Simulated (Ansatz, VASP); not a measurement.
# CaCu2S2: VASP beside Ansatz, part 2 of 2

Aim: how closely do two programs agree when they are given the same cell, functional and k mesh?  Other levels of theory on this material are compared in a session of their own.

VASP 6.6.1 and Ansatz 0.2.0.

So far: The starting structure; VASP: dielectric response, PBE.

## (3) Ansatz: dielectric response, PBE

Level of this step: Ansatz beside VASP: Kohn-Sham DFT, plane waves, PBE (Ansatz).

Ansatz runs on its default PAW (the set named soft_2) files.

The same cell, functional and mesh now go to Ansatz, which takes its cutoff from its data sets.

The input, input.yaml:

```yaml
crystal:
  lattice:
    - [3.9399999606, 0.0, 0.0]
    - [-1.9699999803, 3.4121400568, 0.0]
    - [0.0, 0.0, 6.523]
  atoms:
    - { symbol: Cu, position: [0.6666666667, 0.3333333333, 0.62351] }
    - { symbol: Cu, position: [0.3333333333, 0.6666666667, 0.37649] }
    - { symbol: Ca, position: [0.0, 0.0, 0.0] }
    - { symbol: S, position: [0.6666666667, 0.3333333333, 0.2537] }
    - { symbol: S, position: [0.3333333333, 0.6666666667, 0.7463] }
hamiltonian:
  xc: pbe
  pseudopotentials: { kind: paw }
kpoints:
  mp_grid: { grid: [9, 9, 5] }
scf:
  occupations: { method: fixed }
dielectric:
  method: response
```

The run is started by

```sh
$ ansatz run input.yaml --threads 2 --pin off --max-ram 4608MiB --backend cpu --events-out ev --progress --plain --runs-dir out
```

Numbers of over 12 decimals in the logs are rounded to 6 here.

What it wrote:

```text
Engine: ansatz 0.2.0, x86_64-unknown-linux-gnu
Pseudopotentials: kind: paw
Pseudopotential: Cu, paw, valence charge 19, recommended cutoff 420 eV (normal), Cu.paw.azcp
Pseudopotential: Ca, paw, valence charge 10, recommended cutoff 420 eV (normal), Ca.paw.azcp
Pseudopotential: S, paw, valence charge 6, recommended cutoff 420 eV (normal), S.paw.azcp
Functional definition: PBE
  parameter kappa = 0.804
  parameter beta = 0.066725
  exchange = pbe_x(kappa = kappa, mu = beta*pi^2/3)
  correlation = pbe_c(beta = beta)
Crystal: 5 atoms, lattice volume = 87.694 Å³
Basis set: ecut = 420 eV, 1761 PW (Γ), exchange–correlation on 54×54×90 points (8 copies of the dense FFT grid, shifted against one another)
Bands: 36, of which v1, the nominal top of the filled ones, is band 30 counted from 1 (29 counted from 0)
Symmetry: 12 space group operations
k-points: 115 of 405 (irreducible under 2 space group operations, time reversal used)
Non-local potential: Cu, projectors of the file, l = 0: 3, l = 1: 2, l = 2: 3, l = 3: 1
Non-local potential: Ca, projectors of the file, l = 0: 3, l = 1: 2, l = 2: 2
Non-local potential: S, projectors of the file, l = 0: 2, l = 1: 2, l = 2: 2
PAW form: soft (Blöchl's): semilocal exchange-correlation on the pseudo side does not see the compensation charge
PAW one-centre angular grid: Cu, 590 points (default); XC on 64 Gauss nodes
PAW one-centre angular grid: Ca, 110 points (default); XC on 64 Gauss nodes
PAW one-centre angular grid: S, 110 points (default); XC on 64 Gauss nodes
Initial density: superposition of atomic densities (neutral atoms: chi_scale 0, normalization atom), corrected by the library's trained network
Initial wavefunctions: pseudopotential atomic-orbital guess
Functional: x = pbe(κ = 0.804, μ = 0.219515), c = pbe(β = 0.066725)
SCF iter   1: F=—  HF=-16876.013440 eV  |F-HF|=—  |Δ(HF+E_count)|=         —  Δρ=1.48e-3  dr2=1.73e-3  ethr=1.77e-3  ⟨swp⟩=4.4  Hψ=15056  notcnv=0  defer=404
preconditioner: auto → Resta (q_TF=auto, 2.561 Å⁻¹)  ε∞=7.4  [insulator: Δε(μ)=1.075 eV  Ē_g=10.173 eV  n_scr=22 (ndim 8)  ℏωp=25.7 eV  f_vac=0.020  ε∞_Penn≈7.4]
SCF iter   2: F=—  HF=-16876.013950 eV  |F-HF|=—  |Δ(HF+E_count)|=   5.10e-4  Δρ=1.87e-3  dr2=2.42e-3  ethr=2.89e-6  ⟨swp⟩=2.3  Hψ=7868  notcnv=0  defer=459
SCF iter   3: F=—  HF=-16876.013575 eV  |F-HF|=—  |Δ(HF+E_count)|=   3.75e-4  Δρ=4.56e-4  dr2=2.47e-4  ethr=2.89e-6  ⟨swp⟩=2.0  Hψ=5497  notcnv=0  defer=457
SCF iter   4: F=—  HF=-16876.013631 eV  |F-HF|=—  |Δ(HF+E_count)|=   5.60e-5  Δρ=3.27e-4  dr2=8.99e-5  ethr=4.11e-7  ⟨swp⟩=2.0  Hψ=6011  notcnv=0  defer=444
SCF iter   5: F=—  HF=-16876.013641 eV  |F-HF|=—  |Δ(HF+E_count)|=   9.54e-6  Δρ=5.11e-5  dr2=2.08e-6  ethr=1.50e-7  ⟨swp⟩=2.0  Hψ=5741  notcnv=0  defer=338
SCF iter   6: F=—  HF=-16876.013647 eV  |F-HF|=—  |Δ(HF+E_count)|=   6.57e-6  Δρ=2.33e-5  dr2=4.31e-7  ethr=3.46e-9  ⟨swp⟩=2.0  Hψ=6310  notcnv=0  defer=219
SCF iter   7: F=—  HF=-16876.013647 eV  |F-HF|=—  |Δ(HF+E_count)|=   6.37e-8  Δρ=2.60e-6  dr2=1.92e-8  ethr=7.18e-10  ⟨swp⟩=2.0  Hψ=5787  notcnv=0  defer=219
SCF iter   8: F=—  HF=-16876.013647 eV  |F-HF|=—  |Δ(HF+E_count)|=   1.27e-9  Δρ=2.15e-6  dr2=4.05e-9  ethr=3.21e-11  ⟨swp⟩=2.0  Hψ=5784  notcnv=0  defer=219
SCF iter   9: F=—  HF=-16876.013647 eV  |F-HF|=—  |Δ(HF+E_count)|=  2.58e-10  Δρ=7.33e-7  dr2=4.01e-10  ethr=6.76e-12  ⟨swp⟩=2.0  Hψ=5811  notcnv=0  defer=219
SCF iter  10: F=-16876.013647 eV  HF=-16876.013647 eV  |F-HF|=4.73e-11  |Δ(HF+E_count)|=  6.18e-11  Δρ=2.94e-7  dr2=4.96e-11  ethr=1.00e-12  ⟨swp⟩=9.3  Hψ=15956  notcnv=0
SCF 1 converged in 10 iterations: F = -16876.013647 eV  dr2 = 4.96e-11
  greatest PAW one-centre occupation: 1.000 electrons in one spin orbital (limit 2), on the Cu atom at site 1 (counted from 0), in its partial waves of l = 0
NSCF: frozen V_eff on 6 k-points
DFPT response loops at Γ: preconditioner auto → Resta (q_TF=auto, 2.561 Å⁻¹)  ε∞=7.5 (no band partly filled); β = 1.00, the filter's whole step (`scf.mixing.beta` (0.50) is not read by the response loops at its default; to damp them type it under 1.00, their step now; it binds the ground state too); Broyden in place of MSR1
── the response to a field inside a basis, on 10×10×6 k-points: an SCF that follows is theirs, and a resumed run solves both again ──
Bands: 31, of which v1, the nominal top of the filled ones, is band 30 counted from 1 (29 counted from 0)
k-points: 165 of 600 (irreducible under 4 space group operations)
Initial density: handed on by an earlier stage of this run
Initial wavefunctions: pseudopotential atomic-orbital guess (no wavefunctions were taken with the density)
Eigensolver: Dense (165 Hₖ)
SCF iter   1: F=—  HF=-16875.997434 eV  |F-HF|=—  |Δ(HF+E_count)|=         —  Δρ=1.73e-4  dr2=5.40e-6  ethr=1.00e-1
preconditioner: auto → Resta (q_TF=auto, 2.561 Å⁻¹)  ε∞=9.5  [insulator: Δε(μ)=1.359 eV  Ē_g=8.826 eV  n_scr=22 (ndim 8)  ℏωp=25.7 eV  f_vac=0.019  ε∞_Penn≈9.5]
SCF iter   2: F=—  HF=-16875.997443 eV  |F-HF|=—  |Δ(HF+E_count)|=   8.76e-6  Δρ=2.06e-4  dr2=2.15e-5  ethr=9.01e-9
SCF iter   3: F=—  HF=-16875.997447 eV  |F-HF|=—  |Δ(HF+E_count)|=   4.38e-6  Δρ=1.54e-4  dr2=1.12e-5  ethr=9.01e-9
SCF iter   4: F=—  HF=-16875.997444 eV  |F-HF|=—  |Δ(HF+E_count)|=   3.55e-6  Δρ=1.34e-5  dr2=8.62e-8  ethr=9.01e-9
SCF iter   5: F=-16875.997444 eV  HF=-16875.997444 eV  |F-HF|=5.44e-9  |Δ(HF+E_count)|=   1.41e-7  Δρ=6.12e-6  dr2=2.24e-8  ethr=1.44e-10
SCF 1 converged in 5 iterations: F = -16875.997444 eV  dr2 = 2.24e-8
DFPT response loops at Γ: preconditioner auto → Resta (q_TF=auto, 2.561 Å⁻¹)  ε∞=6.6 (no band partly filled); β = 1.00, the filter's whole step (`scf.mixing.beta` (0.50) is not read by the response loops at its default; to damp them type it under 1.00, their step now; it binds the ground state too); Broyden in place of MSR1
SCF converged after 10 iterations
Free energy (F): -16876.013647 eV
Harris-Foulkes:  -16876.013647 eV  (|F-HF|=4.73e-11)
Internal energy: -16876.013647 eV  (E = F + TS)
E sigma→0 (E₀):  -16876.013647 eV
Fermi energy:    9.986564 eV
--- Per-component energies (eV) ---
  E_band       = -1027.889726
  E_kinetic    = 1095.653986
  E_local      = -12430.635011  (includes V_loc(G=0)·N_el)
  E_nonlocal   = 919.871268
  E_hartree    = 5487.256208
  E_xc         = -510.179907
  E_vxc        = -576.808165  (∫ρ·V_xc dr)
  E_paw        = -5402.321129  (= ΣΔE_a)
  E_vpaw       = -1010.483965  (= ΣTr[D̂ρ^β])
  E_aug_tail   = 0.000607  (compensation charges beyond the density's cutoff)
  E_ewald      = -6035.659669
  E_smearing   = -0.000000  (= −TS)
  E_closure    = 0.000000  (closes the sum)
  Σ components = -16876.013647   (vs F -16876.013647, Δ=0.00e0)
--- Band table (eV; the first three rows and the last of 115) ---
  k-point 0: bands = [... 26 lower, 9.3515, 9.8482, 9.9866, 9.9866, 11.0639, 12.2347, 12.7739, 13.2568, ... 2 higher]
  k-point 1: bands = [... 26 lower, 9.3687, 9.5639, 9.8965, 9.8965, 11.5970, 12.1923, 12.9493, 13.3125, ... 2 higher]
  k-point 2: bands = [... 26 lower, 9.4127, 9.4127, 9.7403, 9.7403, 11.9668, 12.2948, 13.3278, 13.3278, ... 2 higher]
  k-point 114: bands = [... 26 lower, 8.3873, 8.7775, 9.1209, 9.3455, 12.6336, 13.1553, 13.6604, 13.9370, ... 2 higher]
--- Dielectric response (ions clamped): 3 representative field directions + reference, inside a basis on a mesh of 600 k-points (Σ response iterations 21) ---
  ε∞ (high-frequency dielectric tensor):
        8.196853     0.000000     0.000000
        0.000000     8.196853     0.000000
        0.000000     0.000000     8.415189
  Born effective charges Z* (e; rows j = field, columns β = displacement):
    site 0:
         0.96560    0.00000   -0.00000
         0.00000    0.96560   -0.00000
        -0.00000    0.00000    0.67028
    site 1:
         0.96560   -0.00000   -0.00000
         0.00000    0.96560   -0.00000
        -0.00000    0.00000    0.67028
    site 2:
         2.45670   -0.00000   -0.00000
         0.00000    2.45670    0.00000
         0.00000   -0.00000    3.19800
    site 3:
        -2.19395   -0.00000    0.00000
         0.00000   -2.19395    0.00000
        -0.00000    0.00000   -2.26928
    site 4:
        -2.19395    0.00000    0.00000
        -0.00000   -2.19395    0.00000
        -0.00000   -0.00000   -2.26928
  Z* charge neutrality: 3.183e-3 e pre-enforcement
  solved inside a basis spanned on kpoints, on 10×10×6 k-points, its susceptibility summed on 18×18×10: ε∞ is read to err by 2.5e-2, Z* by 2.2e-2 e (field_mesh: kpoints solves on kpoints); Z* is corrected for what the basis lacks
```

Run time: 3.5 min. Hardware: 2 threads of AMD EPYC 7B13 (Zen 3), shared host; peak memory 1.8 GiB; 7 min of CPU time.

## (4) Side by side

Known differences besides the potentials themselves: VASP's response is taken on the typed mesh, Ansatz refines its own for the field response alone; the data sets hold 60 valence electrons in Ansatz (default PAW (the set named soft_2) files) and 44 in VASP; the cutoff is 420 eV in Ansatz and 400 eV in VASP. Total energies have different zeros and are not compared.

Compared:

| quantity | Ansatz | VASP | difference |
| --- | --- | --- | --- |
| ε∞ xx | 8.20 | 8.27 | -0.93 % |
| ε∞ yy | 8.20 | 8.27 | -0.93 % |
| ε∞ zz | 8.42 | 8.40 | +0.21 % |
| Born charge of Cu1 (mean of the diagonal) (e) | 0.87 | 0.89 | -0.02 |
| Born charge of Ca3 (mean of the diagonal) (e) | 2.70 | 2.70 | +0.01 |
| Born charge of S4 (mean of the diagonal) (e) | -2.22 | -2.24 | +0.02 |

## (5) Summary of results

```json
{
  "difference in ε∞ xx (dielectric response, PBE)": "-0.93 %"
}
```

What this shows: The difference in ε∞ xx is -0.93 % (dielectric response, PBE), within the 5 % picked in this series as the mark of a large difference. 4 further runs of this series are not shown here. Such differences can come from data sets, numerical settings and the points named under the comparisons, not from the functional's error against experiment.

[Lines on the potential files, build, host, timing and source positions are cut from VASP's logs without a mark.]

[Logs are printed without paths, hosts, clocks, repeated set-up lines and the standing remarks that a program may print on its own settings, such as how far it seeks lower states.]

[Hosts, paths, dates, database ids (printed as entryN), source tags and the programs' standing remarks are cut or masked in the printed files.]
